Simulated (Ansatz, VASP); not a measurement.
## SrSc2 in VASP and in Ansatz

```
Sr Sc
1.0
     5.78923    0.00000    0.00000
    -2.89462    5.01362    0.00000
     0.00000    0.00000    3.54880
Sr Sc
1 2
Direct
  0.00000 0.00000 0.00000
  0.33333 0.66667 0.50000
  0.66667 0.33333 0.50000
```

Alike in both runs: task single point; functional PBE; k mesh 3 × 3 × 6; occupations gaussian, width 0.1 eV; no spin polarisation.

|  | VASP | Ansatz |
| --- | --- | --- |
| version | VASP 6.6.1 | Ansatz 0.2.0 |
| potentials or method | VASP PAW PBE potentials, release 64 (Sr_sv, Sc_sv) | scalar-relativistic, plane waves, PAW |
| plane-wave cutoff (eV) | 520 | 420 |
| valence electrons in the cell | 32 | 32 |

```csv
,VASP,Ansatz,Ansatz less VASP
gap on the k mesh at the Fermi level (eV),none,none,-
pressure (GPa),-2.2,-2.2,-0.01
largest component of the traceless stress (GPa),0.35,0.36,+0.009
```

A gap of «none» marks a metal or a gap that the smearing closes. With one functional, cell and mesh, what is left measures potentials, basis and numerics.

Caveats: the k mesh is coarse (spacing up to 0.42 Å⁻¹), so the values aren't converged.
